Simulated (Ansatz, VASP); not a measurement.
# Ni (Ni(111)) in two plane-wave programs, part 2 of 2

Aim: how closely do two programs agree when they are given the same cell, functional and k mesh?  Valence electrons are named where the data sets of a main pair hold unlike numbers.

VASP 6.6.1 and Ansatz 0.2.0.

So far: Set-up; VASP: band structure, r2SCAN.

## Step 3: Ansatz: band structure, r2SCAN

Level of this step: Ansatz beside VASP: Kohn-Sham DFT, plane waves, r2SCAN (Ansatz).

Ansatz runs on its default PAW (the set named soft_2) files.

The same cell, functional, mesh and smearing now go to Ansatz, which takes its cutoff from its data sets.

Contents of input.yaml:

```yaml
crystal:
  lattice:
    - [2.4890158698, 0.0, 0.0]
    - [1.2445079349, 2.1555509736, 0.0]
    - [0.0, 0.0, 30.1936376853]
  atoms:
    - { symbol: Ni, position: [0.0, 0.0, 0.2980760415], spin: 1.0 }
    - { symbol: Ni, position: [0.3333333333, 0.3333333333, 0.3653840277], spin: 1.0 }
    - { symbol: Ni, position: [0.6666666667, 0.6666666667, 0.4326920138], spin: 1.0 }
    - { symbol: Ni, position: [0.0, 0.0, 0.5], spin: 1.0 }
    - { symbol: Ni, position: [0.3333333333, 0.3333333333, 0.5673079862], spin: 1.0 }
    - { symbol: Ni, position: [0.6666666667, 0.6666666667, 0.6346159723], spin: 1.0 }
    - { symbol: Ni, position: [0.0, 0.0, 0.7019239585], spin: 1.0 }
hamiltonian:
  xc: r2scan
  pseudopotentials: { kind: paw }
magnetization:
  spin_polarized: true
kpoints:
  mp_grid: { grid: [21, 21, 1] }
  band_path:
    path:
      - [0.0, 0.0, 0.0]
      - [0.0, -0.03846, 0.0]
      - [0.0, -0.07692, 0.0]
      - [0.0, -0.15385, 0.0]
      - [0.0, -0.19231, 0.0]
      - [0.0, -0.26923, 0.0]
      - [0.0, -0.30769, 0.0]
      - [0.0, -0.34615, 0.0]
      - [0.0, -0.42308, 0.0]
      - [0.0, -0.46154, 0.0]
      - [0.0, -0.5, 0.0]
      - [0.02564, -0.48718, 0.0]
      - [0.05128, -0.47436, 0.0]
      - [0.10256, -0.44872, 0.0]
      - [0.12821, -0.4359, 0.0]
      - [0.17949, -0.41026, 0.0]
      - [0.20513, -0.39744, 0.0]
      - [0.25641, -0.37179, 0.0]
      - [0.28205, -0.35897, 0.0]
      - [0.30769, -0.34615, 0.0]
      - [0.33333, -0.33333, 0.0]
      - [0.30769, -0.30769, 0.0]
      - [0.25641, -0.25641, 0.0]
      - [0.23077, -0.23077, 0.0]
      - [0.20513, -0.20513, 0.0]
      - [0.15385, -0.15385, 0.0]
      - [0.12821, -0.12821, 0.0]
      - [0.07692, -0.07692, 0.0]
      - [0.05128, -0.05128, 0.0]
      - [0.0, 0.0, 0.0]
    npoints: 1
scf:
  occupations: { method: fermi_dirac, width: 0.1 }
  n_extra_bands: 14
efield:
  axis: 3
  dipole_correction: true
  ramp_width: 0.04
output:
  forces: true
  eigenvalues: true
  write_density: true
  write_potential: true
  elf: true
  volumetric_format: npy
```

Command:

```bash
$ ansatz run input.yaml --threads 4 --pin off --max-ram 9216MiB --backend cpu --events-out ev --progress --plain --runs-dir out
```

Numbers of over 12 decimals in the logs are rounded to 6 here.

Log:

```text
Warning: the band count 77 (scf.n_extra_bands) hosts the net moment |M| = 7.0000 μB (N_el = 126) but caps the reachable moment at 2·n_bands − N_el = 28.0000 μB, below the 80 bands that the automatic rule leaves for it — a moment growing past the seed, or the majority channel's smearing tail, pins there with fewer empty majority states than that count leaves; raise or omit scf.n_extra_bands unless the cap is intended
scf.n_extra_bands = 14 over 63 filled bands (N_el = 126.0): the run solves 77 bands
Engine: ansatz 0.2.0, aarch64-unknown-linux-gnu
Pseudopotentials: kind: paw
Pseudopotential: Ni, paw, valence charge 18, recommended cutoff 500 eV (meta_gga), Ni.paw.azcp
Functional definition: r2SCAN
  parameter k0 = 0.174
  parameter k1 = 0.065
  parameter a1 = 4.9479
  exchange = r2scan_x(k0 = k0, k1 = k1, a1 = a1)
  correlation = r2scan_c
Crystal: 7 atoms, lattice volume = 161.995 Å³
Basis set: ecut = 500 eV, 4149 PW (Γ), exchange–correlation on 80×80×900 points (64 copies of the dense FFT grid, shifted against one another)
Bands: 77, of which v1, the nominal top of the filled ones, is band 63 counted from 1 (62 counted from 0)
Symmetry: 6 space group operations
k-points: 48 of 441 (time reversal used)
Non-local potential: Ni, projectors of the file, l = 0: 3, l = 1: 2, l = 2: 3, l = 3: 1
PAW form: soft (Blöchl's): semilocal exchange-correlation on the pseudo side does not see the compensation charge
PAW frozen core: Ni, regenerated for the run's functional (the file was generated under x = pbe(κ = 0.804, μ = 0.219515), c = pbe(β = 0.066725))
PAW one-centre angular grid: Ni, 590 points (default); XC on 160 Gauss nodes
Initial density: superposition of atomic densities (neutral atoms: chi_scale 0, normalization atom)
Starting moments: Σ|m| = 7 μB on 7 of 7 sites
Initial wavefunctions: pseudopotential atomic-orbital guess
Functional: x = r2scan, c = r2scan; τ floored in thin density (d = 2e-4 eV/Å³)
iter 1 solved again at ethr=3.04e-3 eV; its pass at ethr=3.10e-3 eV (dr2=3.84e0 eV) is discarded
SCF iter   1: F=—  HF=-40909.874402 eV  |F-HF|=—  |Δ(HF+E_count)|=         —  Δρ=3.04e-2 (↑1.41e-2 ↓3.04e-2)  dr2=4.85e0  dr2_τ=3.22e-2  dr2_m=4.69e-1  M=6.594 μB ∫|m|=7.257 μB  β_m=1.00  ethr=3.04e-3  p=0.000 e·Å  D=4.13e-13 V/Å  ΔV_dip=-0.00 eV  dr2_dipole=2.26e-10  V_vac-E_F(+/−)=7.83/7.83 eV  ⟨swp⟩=3.8  Hψ=48755  notcnv=0
Mixer restart at iter 1: flushing history
efield: sawtooth ramp at fractional position 0.9800 (placed from the atoms, in the widest stretch of the axis that holds none; the zero of the levels goes with the place), width 0.0400; the density the first Hamiltonian is built on has a dipole p = 0.000 e·Å; the dipole correction subtracts the counter field D = 4.13e-13 V/Å, which shifts the + side's vacuum level by -0.00 eV against the − side's; the planar-averaged density in the ramp window peaks in size at 6.2e-7 e/Å³
preconditioner: auto → LDOS  [metal: Δε(μ)=0.003 eV  Ē_g=7.493 eV  σ=0.100 eV  W_gap=0.01  n_scr=24 (ndim 8)  ℏωp=24.4 eV  f_vac=0.491  D(μ)=11.09/eV (n_scr^D=146)]
spin=Collinear: LDOS preconditioning applied to the charge; magnetization (m = ρ↑ − ρ↓) channel mixes plain (no charge-response kernel on spin).
SCF iter   2: F=—  HF=-40909.541854 eV  |F-HF|=—  |Δ(HF+E_count)|=   3.33e-1  Δρ=1.43e-2 (↑1.18e-2 ↓1.43e-2)  dr2=7.27e-1  dr2_τ=4.90e-3  dr2_m=1.08e-2  M=6.288 μB ∫|m|=7.327 μB  β_m=1.00  ethr=3.04e-3  p=0.000 e·Å  D=8.97e-6 V/Å  ΔV_dip=-0.00 eV  dr2_dipole=3.50e-8  V_vac-E_F(+/−)=6.65/6.65 eV  ⟨swp⟩=4.5  Hψ=17270  notcnv=0  defer=101  κ⁻¹=1.0e0(r=1)
SCF iter   3: F=—  HF=-40912.117683 eV  |F-HF|=—  |Δ(HF+E_count)|=    2.58e0  Δρ=9.24e-3 (↑6.87e-3 ↓9.24e-3)  dr2=2.94e-1  dr2_τ=1.91e-3  dr2_m=4.45e-3  M=6.144 μB ∫|m|=7.369 μB  β_m=1.00  ethr=5.77e-4  p=0.000 e·Å  D=1.79e-6 V/Å  ΔV_dip=-0.00 eV  dr2_dipole=1.10e-8  V_vac-E_F(+/−)=6.24/6.24 eV  ⟨swp⟩=3.0  Hψ=13370  notcnv=0  defer=255  κ⁻¹=2.6e-2(r=2)
SCF iter   4: F=—  HF=-40914.940308 eV  |F-HF|=—  |Δ(HF+E_count)|=         —  Δρ=1.45e-2 (↑3.97e-3 ↓1.45e-2)  dr2=2.48e-1  dr2_τ=7.58e-4  dr2_m=5.71e-2  M=6.327 μB ∫|m|=7.730 μB  β_m=1.00  ethr=2.34e-4  p=-0.000 e·Å  D=-8.06e-6 V/Å  ΔV_dip=0.00 eV  dr2_dipole=1.61e-8  V_vac-E_F(+/−)=5.01/5.01 eV  ⟨swp⟩=3.4  Hψ=16347  notcnv=0  defer=230  κ⁻¹=2.6e-2(r=2)
SCF iter   5: F=—  HF=-40915.527990 eV  |F-HF|=—  |Δ(HF+E_count)|=   5.88e-1  Δρ=2.23e-2 (↑5.36e-3 ↓2.23e-2)  dr2=1.43e0  dr2_τ=2.29e-3  dr2_m=1.89e-1  M=5.677 μB ∫|m|=7.039 μB  β_m=1.00  ethr=3.97e-5  p=-0.000 e·Å  D=-3.92e-6 V/Å  ΔV_dip=0.00 eV  dr2_dipole=1.45e-8  V_vac-E_F(+/−)=4.50/4.50 eV  ⟨swp⟩=3.9  Hψ=18600  notcnv=0  defer=228  κ⁻¹=2.6e-2(r=2)
SCF iter   6: F=—  HF=-40914.802531 eV  |F-HF|=—  |Δ(HF+E_count)|=   7.25e-1  Δρ=5.47e-3 (↑5.47e-3 ↓5.08e-3)  dr2=1.81e-1  dr2_τ=1.35e-3  dr2_m=7.04e-3  M=5.798 μB ∫|m|=7.039 μB  β_m=1.00  ethr=3.97e-5  p=-0.000 e·Å  D=-2.38e-6 V/Å  ΔV_dip=0.00 eV  dr2_dipole=3.47e-10  V_vac-E_F(+/−)=5.12/5.12 eV  ⟨swp⟩=2.7  Hψ=16394  notcnv=0  defer=241  κ⁻¹=1.3e-2(r=3)
[...]
Mixer restart at iter 26: flushing history
SCF iter  27: F=-40915.674776 eV  HF=-40915.674776 eV  |F-HF|=5.00e-8  |Δ(HF+E_count)|=   3.55e-8  Δρ=2.86e-6 (↑1.43e-6 ↓2.86e-6)  dr2=5.86e-8  dr2_τ=4.13e-11  dr2_m=2.37e-9  M=5.438 μB ∫|m|=6.661 μB  β_m=1.00  ethr=1.46e-11  p=0.000 e·Å  D=6.11e-8 V/Å  ΔV_dip=-0.00 eV  dr2_dipole=1.09e-11  V_vac-E_F(+/−)=4.84/4.84 eV  ⟨swp⟩=2.0  Hψ=13330  notcnv=0  κ⁻¹=1.0e0(r=1)
SCF iter  28: F=-40915.674776 eV  HF=-40915.674776 eV  |F-HF|=8.54e-8  |Δ(HF+E_count)|=  8.15e-10  Δρ=2.42e-6 (↑8.37e-7 ↓2.42e-6)  dr2=9.13e-8  dr2_τ=3.60e-11  dr2_m=2.87e-9  M=5.438 μB ∫|m|=6.661 μB  β_m=1.00  ethr=1.46e-11  p=-0.000 e·Å  D=-5.90e-7 V/Å  ΔV_dip=0.00 eV  dr2_dipole=1.34e-9  V_vac-E_F(+/−)=4.84/4.84 eV  ⟨swp⟩=2.0  Hψ=10257  notcnv=0  κ⁻¹=8.1e-2(r=2)
SCF iter  29: F=-40915.674775 eV  HF=-40915.674776 eV  |F-HF|=9.46e-7  |Δ(HF+E_count)|=  4.07e-10  Δρ=5.47e-6 (↑5.76e-7 ↓5.47e-6)  dr2=6.00e-7  dr2_τ=1.28e-10  dr2_m=9.95e-9  M=5.438 μB ∫|m|=6.661 μB  β_m=1.00  ethr=1.46e-11  p=0.000 e·Å  D=2.34e-6 V/Å  ΔV_dip=-0.00 eV  dr2_dipole=3.55e-7  V_vac-E_F(+/−)=4.84/4.84 eV  ⟨swp⟩=1.1  Hψ=7432  notcnv=0  κ⁻¹=2.5e-2(r=3)
SCF iter  30: F=-40915.674775 eV  HF=-40915.674776 eV  |F-HF|=1.26e-6  |Δ(HF+E_count)|=   1.23e-9  Δρ=6.13e-6 (↑6.11e-7 ↓6.13e-6)  dr2=7.97e-7  dr2_τ=1.60e-10  dr2_m=1.23e-8  M=5.438 μB ∫|m|=6.661 μB  β_m=1.00  ethr=1.46e-11  p=-0.000 e·Å  D=-2.72e-6 V/Å  ΔV_dip=0.00 eV  dr2_dipole=4.77e-7  V_vac-E_F(+/−)=4.84/4.84 eV  ⟨swp⟩=1.0  Hψ=7394  notcnv=0  κ⁻¹=1.4e-3(r=4)
SCF iter  31: F=-40915.674776 eV  HF=-40915.674776 eV  |F-HF|=2.58e-8  |Δ(HF+E_count)|=  2.69e-10  Δρ=3.36e-6 (↑4.48e-7 ↓3.36e-6)  dr2=3.04e-8  dr2_τ=4.72e-11  dr2_m=3.64e-9  M=5.438 μB ∫|m|=6.661 μB  ethr=1.46e-11  p=0.000 e·Å  D=5.43e-7 V/Å  ΔV_dip=-0.00 eV  dr2_dipole=1.57e-10  V_vac-E_F(+/−)=4.84/4.84 eV  ⟨swp⟩=12.4  Hψ=57115  notcnv=0
SCF 1 converged in 31 iterations: F = -40915.674776 eV  dr2 = 3.04e-8
  greatest PAW one-centre occupation: 1.002 electrons in one spin orbital (limit 2), on the Ni atom at site 6 (counted from 0), in its partial waves of l = 1
WARN: The output density's exchange-correlation potential varies sharply where the density is thin. Do not read a vacuum level from v_tot or v_xc, or from such a field of the output density. On a cell that repeats whose density bears no net charge and no dipole along the vacuum's axis use v_es (v_loc + v_h of the components); under efield.dipole_correction with no amplitude use v_es + v_field, which holds any externa [...]
this state was not tested for a lower state beside it, because the mixer in use, unlike msr1, does not test its closes by its own steps (another_mixer; see scf.mixing.algorithm and scf.lower_state_search)
NSCF: frozen V_eff on 30 k-points
efield: sawtooth ramp at fractional position 0.9800 (kept from the solve that this one continues, or follows in the run), width 0.0400; the density the first Hamiltonian is built on has a dipole p = 0.000 e·Å; the dipole correction subtracts the counter field D = 5.43e-7 V/Å, which shifts the + side's vacuum level by -0.00 eV against the − side's; the planar-averaged density in the ramp window peaks in size at 4.3e-6 e/Å³
SCF converged after 31 iterations
an eigenvalue changed by more than its tolerance at an iteration that met the thresholds in force, so the SCF went on 2 times, its first undamped step at iteration 26: the last check found none over its tolerance
Magnetization: 5.4382 μB (65.7191 up, 60.2809 down)
Absolute magnetization: 6.6688 μB (∫|ρ↑−ρ↓|, with the PAW one-centre terms)
Spin contamination: 0.1828 ħ² per cell (⟨S²⟩ above its minimum at these occupations)
Per-site moments (μB) at R_I (Å): [(0.882391, 1.026719), (0.857727, 1.026719), (0.802486, 1.026719), (0.812234, 1.026719), (0.802489, 1.026719), (0.857735, 1.026719), (0.882389, 1.026719)]
Free energy (F): -40915.674776 eV
Harris-Foulkes:  -40915.674776 eV  (|F-HF|=2.58e-8)
Internal energy: -40915.401870 eV  (E = F + TS)
E sigma→0 (E₀):  -40915.538323 eV
Entropy (-TS):   -0.272905 eV (-38.986 meV/atom)
Fermi energy:    6.006864 eV
Dipole field:    D = 0.000019 V/Å  (p = 0.000017 e·Å, saw-weighted, corrected)
Work function:   Φ+ = 4.8385 eV   Φ− = 4.8391 eV
Levels:          The Fermi level and band energies are counted from a zero that moves with the ramp; work functions are not
--- Per-component energies (eV) ---
  E_band       = -3691.560364
  E_kinetic    = 1967.649938
  E_local      = -406290.252149  (includes V_loc(G=0)·N_el)
  E_nonlocal   = 4487.380438
  E_hartree    = 200412.729428
  E_xc         = -547.038557
  E_vxc        = -812.324894  (∫ρ·V_xc dr)
  E_paw        = -11513.075223  (= ΣΔE_a)
  E_vpaw       = -3929.828361  (= ΣTr[D̂ρ^β])
  E_aug_tail   = 0.001590  (compensation charges beyond the density's cutoff)
  E_vtau       = 60.422030  (kinetic-family band-sum trace: ∫τ·v_τ [+ j·A + Jᵃ·Aᵃ] dr)
  E_efield     = 0.000000  (sawtooth field / dipole correction)
  E_vefield    = 0.000000  (∫n·V_field dr)
  E_ewald      = 170569.303144
  E_core_change = -2.100480  (= ΣΔE_core)
  E_smearing   = -0.272905  (= −TS)
  E_closure    = 0.000000  (closes the sum)
  Σ components = -40915.674776   (vs F -40915.674776, Δ=0.00e0)
--- Forces (eV/Å), atoms counted from 1 ---
  atom   1  Ni     0.00000000     0.00000000     0.35810110
  atom   2  Ni    -0.00000000    -0.00000000    -0.10401225
  atom   3  Ni    -0.00000000    -0.00000000    -0.03188552
  atom   4  Ni    -0.00000000    -0.00000000    -0.00000294
  atom   5  Ni     0.00000000     0.00000000     0.03188018
  atom   6  Ni     0.00000000     0.00000000     0.10401621
  atom   7  Ni    -0.00000000    -0.00000000    -0.35808953
  max |Σ_I F_I| component: 7.25e-6 eV/Å
--- Band table (eV; the first three rows and the last of 96) ---
  k-point 0 ↑: bands = [... 59 lower, 4.3108, 4.3108, 4.4760, 4.4760, 4.6878, 4.6878, 4.7947, 4.7947, ... 10 higher]
  k-point 1 ↑: bands = [... 59 lower, 4.3300, 4.3317, 4.4845, 4.5414, 4.5772, 4.6245, 4.6889, 4.7949, ... 10 higher]
  k-point 2 ↑: bands = [... 59 lower, 4.2742, 4.2887, 4.3505, 4.3921, 4.5039, 4.6916, 4.7647, 4.7959, ... 10 higher]
  k-point 47 ↓: bands = [... 59 lower, 6.3053, 6.3053, 6.4225, 6.4439, 11.0453, 11.0730, 11.0730, 11.0970, ... 10 higher]
```

Run time: 5.3 min. Hardware: 4 threads of Arm Neoverse V1, shared host; peak memory 1.6 GiB; 21 min of CPU time.

In the SCF lines HF is the Harris–Foulkes energy and dr2 the Hartree energy of the density residual, in eV; the loop may stop once dr2 is under the threshold and the program's other checks hold. Hψ counts applications of the Hamiltonian.

## Step 4: Side by side

Known differences besides the potentials themselves: VASP keeps PBE cores, Ansatz makes them for the functional; the data sets hold 126 valence electrons in Ansatz (on its default PAW (the set named soft_2) files) and 70 in VASP; the cutoff is 500 eV in Ansatz and 300 eV in VASP (PREC = Normal); site moments are counted in spheres of each program's own size. Total energies have different zeros and are not compared.

The two programs side by side:

| quantity | Ansatz | VASP | difference |
| --- | --- | --- | --- |
| total moment (μB) | 5.44 | 5.33 | +0.10 |
| moment on Ni1 (μB) | 0.88 | 0.83 | +0.05 |
| moment on Ni7 (μB) | 0.88 | 0.83 | +0.05 |
| moment on Ni6 (μB) | 0.86 | 0.80 | +0.06 |
| moment on Ni2 (μB) | 0.86 | 0.80 | +0.06 |
| moment on Ni4 (μB) | 0.81 | 0.75 | +0.06 |
| moment on Ni3 (μB) | 0.80 | 0.74 | +0.06 |
| moment on Ni5 (μB) | 0.80 | 0.74 | +0.06 |
| work function, lower of the two faces (eV) | 4.84 | 4.83 | +0.01 |
| work function, higher of the two faces (eV) | 4.84 | 4.83 | +0.01 |

Forces (eV/Å; atoms numbered as in POSCAR):

| atom | Ansatz x, y, z | VASP x, y, z |
| --- | --- | --- |
| Ni1 | 0.000, 0.000, 0.358 | 0.000, 0.000, 0.259 |
| Ni2 | 0.000, 0.000, -0.104 | 0.000, 0.000, -0.114 |
| Ni3 | 0.000, 0.000, -0.032 | 0.000, 0.000, -0.012 |
| Ni4 | 0.000, 0.000, 0.000 | 0.000, 0.000, 0.000 |
| Ni5 | 0.000, 0.000, 0.032 | 0.000, 0.000, 0.012 |
| Ni6 | 0.000, 0.000, 0.104 | 0.000, 0.000, 0.114 |
| Ni7 | 0.000, 0.000, -0.358 | 0.000, 0.000, -0.259 |

The forces differ by 31 meV/Å r.m.s., which is 36.0 % of the r.m.s. force of 0.087 eV/Å (both taken over all components). VASP's log warns that it found no field-free region in the vacuum, so its work functions are uncertain. With vacuum in the cell, a pressure given here is an average over mostly empty space and none of the material.

## Step 5: Further runs

Further runs change the set-up of one program: Ansatz's method, potentials or start, or VASP's data sets, cutoff or form of LDA. The table gives Ansatz less VASP for each quantity, since a change that brings one quantity closer may part another.

| run | r.m.s. force difference (meV/Å) | total moment (μB) | work function, lower of the two faces (eV) | work function, higher of the two faces (eV) |
| --- | --- | --- | --- | --- |
| as above | 31 | 0.10 | 0.0071 | 0.0077 |
| cores kept as stored | 31 | 0.11 | 0.0073 | 0.0074 |
| Ansatz's larger PAW set (cutoff 1080 eV) | 28 | 0.12 | -0.015 | -0.015 |
| norm-conserving potentials (cutoff 1400 eV) | 28 | 0.14 | -0.022 | -0.017 |

## Step 6: Results

- r.m.s. force difference (band structure, r2SCAN): 31 meV/Å

The r.m.s. force difference is 31 meV/Å (band structure, r2SCAN), beyond the 12 meV/Å picked in this series as the mark of a large difference. The data sets hold unlike numbers of valence electrons (126 in Ansatz and 70 in VASP), so part of the differences comes from the potentials. Band structure, r2SCAN, Ansatz's larger PAW set (cutoff 1080 eV): the difference in work function, lower of the two faces goes from 0.0071 to -0.015 eV; the difference in work function, higher of the two faces goes from 0.0077 to -0.015 eV. Band structure, r2SCAN, norm-conserving potentials (cutoff 1400 eV): the difference in total moment goes from 0.10 to 0.14 μB; the difference in work function, lower of the two faces goes from 0.0071 to -0.022 eV; the difference in work function, higher of the two faces goes from 0.0077 to -0.017 eV. How closely two codes agree says nothing of how well the functional describes the real material.

[Lines on the potential files, build, host, timing and source positions are cut from VASP's logs without a mark.]

[Logs are printed without paths, hosts, clocks, repeated set-up lines and the standing remarks that a program may print on its own settings, such as how far it seeks lower states.]

[Hosts, paths, dates, database ids (printed as entryN), source tags and the programs' standing remarks are cut or masked in the printed files.]
